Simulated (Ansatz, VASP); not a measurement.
## SiSbTe3: VASP beside Ansatz

```xyz
5
Lattice="3.8092 2.1993 4.2855 -3.8092 2.1993 4.2855 0.0000 -4.3985 4.2855" Properties=species:S:1:pos:R:3 pbc="T T T"
Si    0.0000    0.0000    2.5159
Sb    0.0000    0.0000    6.7172
Te    1.8172   -1.0492    4.1588
Te    0.0000    2.0983    4.1588
Te   -1.8172   -1.0492    4.1588
```

Alike in both runs: task relaxation of cell and atoms; functional PBE; k mesh 6 × 6 × 6; occupations gaussian, width 0.1 eV; no spin polarisation.

|  | VASP | Ansatz |
| --- | --- | --- |
| version | VASP 6.6.1 | Ansatz 0.2.0 |
| potentials or method | VASP PAW PBE potentials, release 64 (Si, Sb, Te) | scalar-relativistic, plane waves, PAW |
| plane-wave cutoff (eV) | 600 | 420 |
| valence electrons in the cell | 27 | 67 |

```csv
,VASP,Ansatz,Ansatz less VASP
"gap on the k mesh at the Fermi level, each at its own relaxed structure (eV)",none,none,-
relaxed volume (Å³/atom),45.34,45.57,+0.231
relaxed cell length with the largest relative difference (Å),6.292,6.312,+0.0206
energy change over the relaxation (meV/atom),-8,-9,-1.0
```

A gap of «none» marks a metal or a gap that the smearing closes. The two sets of potentials don't hold the same shells in valence. Ansatz warned: «xc_potential_rough_in_thin_density».

The runs have no spin-orbit coupling, so splittings on Sb, Te are missing.
